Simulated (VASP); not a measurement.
Output of a VASP run:

OSZICAR:
```
       N       E                     dE             d eps       ncg     rms          rms(c)
DAV:   1     0.131806920756E+03    0.13181E+03   -0.10416E+04  6791   0.106E+03
DAV:   2    -0.163105881193E+02   -0.14812E+03   -0.14644E+03  6538   0.345E+02
DAV:   3    -0.205656197948E+02   -0.42550E+01   -0.41580E+01  7227   0.585E+01
DAV:   4    -0.206005332464E+02   -0.34913E-01   -0.34909E-01  6566   0.571E+00
DAV:   5    -0.206009612541E+02   -0.42801E-03   -0.42800E-03  6734   0.624E-01    0.210E+01
DAV:   6    -0.188023732867E+02    0.17986E+01   -0.10834E+01  6883   0.345E+01    0.536E+00
DAV:   7    -0.188471327772E+02   -0.44759E-01   -0.65759E+00  7207   0.225E+01    0.638E+00
DAV:   8    -0.184869876843E+02    0.36015E+00   -0.16061E+00  7228   0.114E+01    0.134E+00
DAV:   9    -0.184744181067E+02    0.12570E-01   -0.38279E-02  6756   0.155E+00    0.423E-01
DAV:  10    -0.184724229076E+02    0.19952E-02   -0.57184E-03  6685   0.930E-01    0.764E-02
DAV:  11    -0.184724273413E+02   -0.44337E-05   -0.10898E-04  6315   0.939E-02    0.354E-02
DAV:  12    -0.184724251818E+02    0.21595E-05   -0.30504E-05  6945   0.499E-02    0.590E-03
DAV:  13    -0.184724251608E+02    0.20968E-07   -0.91814E-07  3339   0.106E-02
   1 F= -.18472425E+02 E0= -.18469523E+02  d E =-.580443E-02
```

OUTCAR:
```
------------------------ aborting loop because EDIFF is reached ----------------------------------------
  FORCE on cell =-STRESS in cart. coord.  units (eV):
  Direction    XX          YY          ZZ          XY          YZ          ZX
  --------------------------------------------------------------------------------------
  Total       -1.5500943     -1.4981155     -0.7423169      0.2644741     -0.4641969     -0.3650269
  in kB      -88.4161976    -85.4513643    -42.3411876     15.0853989    -26.4774388    -20.8208584
  external PRESSURE =     -72.0695832 kB  Pullay stress =       0.0000000 kB
  volume of cell :       28.09
      direct lattice vectors                 reciprocal lattice vectors
     2.686270000  0.000000000  0.000000000     0.372263399  0.000000000  0.000000000
     0.000000000  2.686270000  0.000000000     0.000000000  0.372263399  0.000000000
     0.000000000  0.000000000  3.892580000     0.000000000  0.000000000  0.256899023
 POSITION                                       TOTAL-FORCE (eV/Angst)
 -----------------------------------------------------------------------------------
      1.26733      1.24257      1.97883         0.655654      0.891319     -0.570876
      0.07580      0.10056      3.86004        -0.655654     -0.891319      0.570876
 -----------------------------------------------------------------------------------
    total drift:                                0.000930     -0.001171     -0.000508
  FREE ENERGIE OF THE ION-ELECTRON SYSTEM (eV)
  ---------------------------------------------------
  free  energy   TOTEN  =       -18.4724251608 eV

  energy  without entropy=      -18.4666207348  energy(sigma->0) =      -18.46952295
```
(Selected blocks of OUTCAR.)

File POSCAR:
```
VPt
1
    2.6862700000     0.0000000000     0.0000000000
    0.0000000000     2.6862700000     0.0000000000
    0.0000000000     0.0000000000     3.8925800000
V Pt
1 1
Direct
  0.4717820000   0.4625640000   0.5083590000
  0.0282180000   0.0374360000  -0.0083590000
```

**Question.** Reconstruct the remaining input files.

**Answer.** This is not unique; one that fits is the input of the run itself, LDA (Ceperley-Alder, Perdew-Zunger), plane waves, VASP's LDA PAW potentials (set 64).

### KPOINTS
```
Automatic mesh
0
Gamma
8 8 6
0 0 0
```

INCAR:
```
# general
SYSTEM  = VPt
PREC    = Accurate
ENCUT   = 300
LREAL   = F
LASPH   = T   # aspherical one-centre terms

# electronic loop
EDIFF   = 1E-6
NELM    = 100
ALGO    = Normal   # blocked Davidson
LMAXMIX = 6   # l cut-off of mixed one-centre charges

# smearing
ISMEAR  = 0
SIGMA   = 0.136   # width (eV)

# ions
ISIF    = 2

# output
LWAVE   = F
LCHARG  = F
```

POTCAR, in this order: V_sv Pt (LDA.64 set). Program: vasp_std.

At this cut-off the stress carries a Pulay error, which pulls relaxed volumes low.

The structure comes from a computed database's VPt entry; how it stands against other phases isn't given here. The cell was not relaxed at this level, atoms are displaced from their ideal sites. The run is not spin-polarised, so no magnetic state was tried. The electron count is odd and the run is not spin-polarised, which forces a metal.
